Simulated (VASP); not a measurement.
Input:

```xyz
1
Lattice="-1.4350 1.4350 1.4350 1.4350 -1.4350 1.4350 1.4350 1.4350 -1.4350" Properties=species:S:1:pos:R:3 pbc="T T T"
Fe     0.0000     0.0000     0.0000
```
Starting moments (μB, in the order of the record's atoms Fe): 2.5.

Level of theory: PBE GGA, VASP's PBE PAW potentials (set 64) (plane waves; VASP). Run with 400 eV cut-off, 6×6×6 Γ-centred mesh, first-order Methfessel-Paxton smearing of 0.10 eV, potentials Fe.

Task: Give the stress tensor in GPa (positive for a compressed cell).

Result: 
```
-8.81   0.00   0.00
 0.00  -8.81   0.00
 0.00   0.00  -8.81
```
The pressure is its mean diagonal, -8.81 GPa.

The compound is Fe in the bcc structure. The cell was not relaxed at this level. The k-mesh is coarse (spacing up to 0.52 per Å, 2π included), so the numbers may not be converged in it. The run is one of a series of settings (KPOINTS 6×6×6 Γ-centred mesh against the base run), some of them coarse on purpose.
